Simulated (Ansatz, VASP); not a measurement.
# Cross-check of InP between VASP and Ansatz, part 2 of 2

One calculation is typed for both programs; each brings its own data sets. How far apart do they land? The cell is taken from a series of runs on this material, whose earlier steps may have relaxed, scaled, displaced or heated it; both programs get it as it stands.

VASP 6.6.1 and Ansatz 0.2.0.

So far: The structure; VASP: G0W0 gap, PBE0 form with 60 % exact exchange with an exact-exchange share of 0.6.

### 3. Ansatz: G0W0 gap, PBE0 form with 60 % exact exchange with an exact-exchange share of 0.6

Level of this step: Ansatz beside VASP: Kohn-Sham DFT, plane waves, PBE0 form with 60 % exact exchange (Ansatz).

Ansatz runs on its PAW soft_1 files.

The same cell, functional and mesh now go to Ansatz, which takes its cutoff from its data sets.

input.yaml

```yaml
crystal:
  lattice:
    - [0.0, 2.93435, 2.93435]
    - [2.93435, 0.0, 2.93435]
    - [2.93435, 2.93435, 0.0]
  atoms:
    - { symbol: In, position: [0.0, 0.0, 0.0] }
    - { symbol: P, position: [0.25, 0.25, 0.25] }
kpoints:
  mp_grid: { grid: [6, 6, 6] }
hamiltonian:
  xc: { exchange: pbe, correlation: pbe, exx: { coeff: 0.6 } }
  pseudopotentials: { kind: paw, azcp: { folder: soft_1 } }
scf:
  occupations: { method: fixed }
gw:
  n_empty_bands: 210
  ecut_chi: 150.0
  qp_bands: [v2, c2]
  qp_kpoints: band_edges
  screening: { model: contour_deformation }
```

Run with:

```
> ansatz run input.yaml --threads 3 --pin off --max-ram 92160MiB --backend cuda --events-out ev --progress --plain --runs-dir out --devices 1 --max-vram 13GiB
```

Numbers of over 12 decimals in the logs are rounded to 6 here.

The log of the run:

```text
GPUs: using 1 of 1 available (devices: 1).
Engine: ansatz 0.2.0, x86_64-unknown-linux-gnu
Pseudopotentials: kind: paw
Pseudopotential: In, paw, valence charge 13, recommended cutoff 420 eV (normal), soft_1/In.paw.azcp
Pseudopotential: P, paw, valence charge 5, recommended cutoff 420 eV (normal), soft_1/P.paw.azcp
Functional definition: unnamed
  parameter a_1 = 0.6
  exchange = (1 - a_1)*pbe_x + a_1*exact_x
  correlation = pbe_c
davidson cushion auto → on  (no smearing: the cushion is to keep the highest requested band from converging to the state above it; pin scf.eigensolver.cushion to override)
device memory: the entry about to start is reckoned to put 0.5 GiB on a device that reports 57.1 GiB free (of which the cap on the GPU budget leaves the run 13.0 GiB)
GPU FFT provider: cuFFT
GPU libraries: cuBLAS 13.8.2, cuFFT 12.4.0, cuSOLVER 12.3.4
Crystal: 2 atoms, lattice volume = 50.532 Å³
Basis set: ecut = 420 eV, 965 PW (Γ)
Bands: 13, of which v1, the nominal top of the filled ones, is band 9 counted from 1 (8 counted from 0)
Symmetry: 24 space group operations
Space group: F-43m (ITA 216), of the structure as read, at distance tolerance 3.7e-5 Å
k-points: 16 of 216 (time reversal used)
Non-local potential: In, projectors of the file, l = 0: 2, l = 1: 2, l = 2: 2, l = 3: 1
Non-local potential: P, projectors of the file, l = 0: 2, l = 1: 2, l = 2: 1
PAW form: soft (Blöchl's): semilocal exchange-correlation on the pseudo side does not see the compensation charge
PAW frozen core: In, regenerated for the run's functional, and the local potential with it (the file was generated under x = pbe(κ = 0.804, μ = 0.219515), c = pbe(β = 0.066725))
PAW frozen core: P, regenerated for the run's functional, and the local potential with it (the file was generated under x = pbe(κ = 0.804, μ = 0.219515), c = pbe(β = 0.066725))
PAW one-centre angular grid: In, 590 points (default); XC on 64 Gauss nodes
PAW one-centre angular grid: P, 110 points (default); XC on 64 Gauss nodes
Initial density: superposition of atomic densities (chi_scale 0.1, normalization cell, long waves kept (reshape's long-wave potential 0.00 eV rms))
Initial wavefunctions: pseudopotential atomic-orbital guess
GPU buffer pool allocated for 27000 grid points (all kernels)
GPU transforms: local potential and band sums: pruned to the plane-wave sphere, on 27×27×27
Functional: x = pbe(κ = 0.804, μ = 0.219515), c = pbe(β = 0.066725), warm-up for x = 0.4 pbe(κ = 0.804, μ = 0.219515) + 0.6 exact, c = pbe(β = 0.066725)
SCF iter   1: F=—  HF=-6354.224308 eV  |F-HF|=—  |Δ(HF+E_count)|=         —  Δρ=3.48e-2  dr2=8.40e-1  ethr=1.00e-1  ⟨swp⟩=5.0  Hψ=696  notcnv=0
preconditioner: auto → none  [insulator: Δε(μ)=0.973 eV  Ē_g=14.577 eV  n_scr=14 (ndim 8)  ℏωp=22.2 eV  f_vac=0.000]
SCF iter   2: F=—  HF=-6354.046964 eV  |F-HF|=—  |Δ(HF+E_count)|=   1.77e-1  Δρ=1.61e-2  dr2=8.70e-2  ethr=4.67e-3  ⟨swp⟩=3.7  Hψ=583  notcnv=0  defer=2
SCF iter   3: F=—  HF=-6354.041350 eV  |F-HF|=—  |Δ(HF+E_count)|=   5.61e-3  Δρ=6.06e-3  dr2=1.34e-2  ethr=4.84e-4  ⟨swp⟩=3.2  Hψ=525  notcnv=0  defer=1
iter 4 solved again at ethr=2.66e-6 eV; its pass at ethr=7.44e-5 eV (dr2=4.78e-4 eV) is discarded
SCF iter   4: F=—  HF=-6354.042334 eV  |F-HF|=—  |Δ(HF+E_count)|=   9.85e-4  Δρ=1.28e-3  dr2=4.60e-4  ethr=2.66e-6  ⟨swp⟩=3.9  Hψ=1221  notcnv=0  defer=1
SCF iter   5: F=-6354.042242 eV  HF=-6354.042233 eV  |F-HF|=8.84e-6  |Δ(HF+E_count)|=   1.01e-4  Δρ=3.20e-4  dr2=2.22e-5  ethr=2.56e-6  ⟨swp⟩=3.0  Hψ=579  notcnv=0
SCF 1 stopped early in 5 iterations: F = -6354.042242 eV  dr2 = 2.22e-5
  greatest PAW one-centre occupation: 0.980 electrons in one spin orbital (limit 2), on the In atom at site 0 (counted from 0), in its partial waves of l = 2
device memory: the entry about to start is reckoned to put 1.2 GiB on a device that reports 55.9 GiB free (of which the cap on the GPU budget leaves the run 13.0 GiB)
GPU FFT provider: cuFFT
GPU libraries: cuBLAS 13.8.2, cuFFT 12.4.0, cuSOLVER 12.3.4
Initial density: handed on by an earlier stage of this run
Initial wavefunctions: those handed on with the density
GPU buffer pool allocated for 27000 grid points (all kernels)
GPU transforms: local potential and band sums: pruned to the plane-wave sphere, on 27×27×27
Functional: x = 0.4 pbe(κ = 0.804, μ = 0.219515) + 0.6 exact, c = pbe(β = 0.066725)
Exchange kernel: α = 0.6000, full range, Wigner–Seitz truncation, v(0) = 17057.8829 eV·Å³, q-mesh 6×6×6, nearest image of the exchange supercell L = 24.90 Å, pair-density grid 18×18×18, without the augmentation charges, whose exchange is taken in its separable form by FFT convolution over the k-point mesh (sized by the pseudopotential files, 24×24×24 at the most), smooth part of the exact exchange by density-matrix convolution in up to 3.17 GiB of GPU memory as planned if the GPU has room (build and FFT work areas not counted)
Frozen-core exchange: fock
[...]
hybrid outer 1: dexx = +1.201e-1 eV, tail = 4.49e-4 eV
GPU FFT provider: cuFFT
GPU libraries: cuBLAS 13.8.2, cuFFT 12.4.0, cuSOLVER 12.3.4
GPU buffer pool allocated for 27000 grid points (all kernels)
GPU transforms: local potential and band sums: pruned to the plane-wave sphere, on 27×27×27
[...]
NSCF: frozen V_eff on 1 k-points
device memory: the entry about to start is reckoned to put 0.3 GiB on a device that reports 48.4 GiB free (of which the cap on the GPU budget leaves the run 13.0 GiB)
NSCF: frozen V_eff on 1 k-points
hybrid SCF converged: 2 outer / 10 inner (+5 warm-up), last move |dexx| = 6.93e-5 eV, tail = 6.96e-7 eV
Stability not checked: this state was not tested for a lower state beside it, because the functional holds exact exchange (a hybrid, or Hartree-Fock), whose exchange loop this test does not read (fock_operator; see scf.lower_state_search)
Free energy (F): -6363.851952 eV
Frozen-core exchange: fock
Harris-Foulkes:  -6363.851952 eV  (|F-HF|=1.09e-8)
Internal energy: -6363.851952 eV  (E = F + TS)
E sigma→0 (E₀):  -6363.851952 eV
Fermi energy:    5.064036 eV
--- Per-component energies (eV) ---
  E_band       = -138.775379
  E_kinetic    = 288.353960
  E_local      = -1332.622704  (includes V_loc(G=0)·N_el)
  E_nonlocal   = 355.763173
  E_hartree    = 538.164201
  E_xc         = -96.897395
  E_vxc        = -69.131663  (∫ρ·V_xc dr)
  E_exx        = -115.408804  (= α·E_x^exact, valence–valence)
  E_paw        = -4783.152267  (= ΣΔE_a)
  E_vpaw       = -226.650938  (= ΣTr[D̂ρ^β])
  E_aug_tail   = 0.000165  (compensation charges beyond the density's cutoff)
  E_ewald      = -1219.106662
  E_core_change = 1.054381  (= ΣΔE_core)
  E_smearing   = -0.000000  (= −TS)
  E_closure    = -0.000000  (closes the sum)
  Σ components = -6363.851952   (vs F -6363.851952, Δ=0.00e0)
--- Band table (eV; the first three rows and the last of 16) ---
  k-point 0: bands = [... 5 lower, -9.4783, 5.0640, 5.0640, 5.0640, 9.3710, 12.9063]
  k-point 1: bands = [... 5 lower, -9.1025, 2.6120, 4.6995, 4.6995, 10.4780, 13.3419]
  k-point 2: bands = [... 5 lower, -8.1276, -0.5205, 4.1062, 4.1062, 10.3070, 13.7783]
  k-point 15: bands = [... 5 lower, -6.5515, -1.7808, 1.5603, 1.6551, 11.7388, 12.5268]
  guard bands above this table: 2 of the run's 13 bands. The solve was not asked for them (output.publish_guard_bands: true or output.eigenvalues: true publishes all)
--- G₀W₀: contour deformation, 6 samples at zero and on the imaginary axis and 3 off it, 216 q-points, 210 empty bands' worth ---
  eigenvalues of the whole cell's RPA ε∞ on this k-mesh (on a slab, of 1 + 4πα/V) = 4.7228, 4.7228, 4.7228; static W/v taken at q = 0 is 0.211741
  bands read: the sum over 219 bands ends inside a degenerate multiplet in 1 slot, whose members it reads at an even weight; the widest, k=0: bands 219 to 221 (counted from 1) at 1/3 each
  gw.qp_kpoints: band_edges: 8 of 16 stored k-points solved, in 1 pass; an edge of the gap read off the rows below is read off those points alone
    valence top: of the k-points left out ik 8 came nearest to being solved in a further pass, in band 9 (counted from 1, as in the quasiparticle table): it holds the edge there only if its correction is more favourable than any solved in that band by at least 0.312 eV; those differ by 0.229 eV
    conduction bottom: of the k-points left out ik 10 came nearest to being solved in a further pass, in band 10 (counted from 1, as in the quasiparticle table): it holds the edge there only if its correction is more favourable than any solved in that band by at least 1.195 eV; those differ by 0.193 eV
    ik  band        ε_KS         Σx   Σc(E_QP)       V_xc       Z   E_QP_lin       E_QP  E_QP is
     0     8      5.0640   -16.7132     0.8308   -16.7343  0.8377     5.9126     5.9160  root
     0     9      5.0640   -16.7132     0.8308   -16.7343  0.8377     5.9126     5.9160  root
     0    10      9.3710    -9.0329    -3.5067   -11.5837  0.8510     8.4194     8.4151  root
     0    11     12.9063    -6.7055    -3.6623    -9.3922  0.8473    11.9364    11.9307  root
     1     8      4.6995   -16.4946     0.8873   -16.4837  0.8368     5.5721     5.5759  root
     1     9      4.6995   -16.4946     0.8873   -16.4837  0.8368     5.5721     5.5759  root
     1    10     10.4780    -8.5081    -3.5549   -11.0901  0.8488     9.5100     9.5052  root
     1    11     13.3419    -7.0769    -3.7835    -9.8032  0.8407    12.2920    12.2846  root
     2     8      4.1062   -16.2549     1.0028   -16.1765  0.8347     5.0261     5.0306  root
     2     9      4.1062   -16.2549     1.0028   -16.1765  0.8347     5.0261     5.0306  root
     2    10     10.3070    -8.0793    -3.5169   -10.6518  0.8522     9.3670     9.3626  root
     2    11     13.7783    -6.4280    -3.7819    -9.1775  0.8428    12.7530    12.7458  root
     3     8      3.8594   -16.1781     1.0552   -16.0660  0.8337     4.7976     4.8025  root
     3     9      3.8594   -16.1781     1.0552   -16.0660  0.8337     4.7976     4.8025  root
     3    10     10.1183    -8.1538    -3.4865   -10.7082  0.8531     9.1904     9.1861  root
     3    11     13.6583    -6.2396    -3.7369    -8.9640  0.8444    12.6525    12.6457  root
     4     8      4.0828   -16.1316     0.9869   -16.0662  0.8352     4.9998     5.0043  root
     4     9      4.0828   -16.1316     0.9869   -16.0662  0.8352     4.9998     5.0043  root
     4    10     11.4153    -8.2716    -3.6063   -10.8686  0.8441    10.4116    10.4059  root
     4    11     11.7336    -7.0297    -3.5822    -9.6601  0.8506    10.7868    10.7818  root
     6     8      2.4818   -15.6698     1.2404   -15.4666  0.8285     3.5120     3.5189  root
     6     9      3.3459   -15.9309     1.1454   -15.7682  0.8318     4.3229     4.3285  root
     6    10     11.2628    -7.6305    -3.5569   -10.2259  0.8496    10.3063    10.3012  root
     6    11     13.2064    -6.4056    -3.7614    -9.1211  0.8426    12.1678    12.1605  root
     9     8      2.7071   -15.6798     1.2695   -15.4482  0.8287     3.7381     3.7449  root
     9     9      2.7071   -15.6798     1.2695   -15.4482  0.8287     3.7381     3.7449  root
     9    10     10.3892    -6.1747    -3.3100    -8.6390  0.8577     9.5472     9.5435  root
     9    11     11.5061    -6.9152    -3.5818    -9.5260  0.8496    10.5405    10.5352  root
    12     8      2.1722   -15.5415     1.3846   -15.2375  0.8255     3.2450     3.2528  root
    12     9      2.1722   -15.5415     1.3846   -15.2375  0.8255     3.2450     3.2528  root
    12    10      9.9696    -5.9360    -3.2272    -8.3467  0.8589     9.1565     9.1530  root
    12    11     10.8021    -7.0000    -3.4549    -9.5452  0.8539     9.8967     9.8924  root
```

### 4. Side by side

Known differences besides the potentials themselves: exact exchange at q = 0 is treated differently, which shows on coarse meshes; VASP keeps PBE cores, Ansatz makes them for the functional; fixed occupations in Ansatz, narrow Gaussian smearing in VASP; the cutoff is 420 eV in Ansatz and 300 eV in VASP; Ansatz integrates over frequency by contour deformation, VASP on a grid of NOMEGA points; Ansatz's G0W0 levels solve the quasiparticle equation, VASP's are linearised. Total energies have different zeros and are not compared.

Both answers:

| quantity | Ansatz | VASP | difference |
| --- | --- | --- | --- |
| G0W0 gap on the mesh (eV) | 2.50 | 2.56 | -0.06 |
| Kohn-Sham gap under it (eV) | 4.31 | 4.32 | -0.01 |

### 5. Summary of results

| Item | Value |
| --- | --- |
| difference in G0W0 gap on the mesh (G0W0 gap, PBE0 form with 60 % exact exchange with an exact-exchange share of 0.6) | -0.058 eV |

The difference in G0W0 gap on the mesh is -0.058 eV (G0W0 gap, PBE0 form with 60 % exact exchange with an exact-exchange share of 0.6). How closely two codes agree says nothing of how well the functional describes the real material.

[Lines on the potential files, build, host, timing and source positions are cut from VASP's logs without a mark.]

[Logs are printed without paths, hosts, clocks, repeated set-up lines and the standing remarks that a program may print on its own settings, such as how far it seeks lower states.]

[Hosts, paths, dates, database ids (printed as entryN), source tags and the programs' standing remarks are cut or masked in the printed files.]
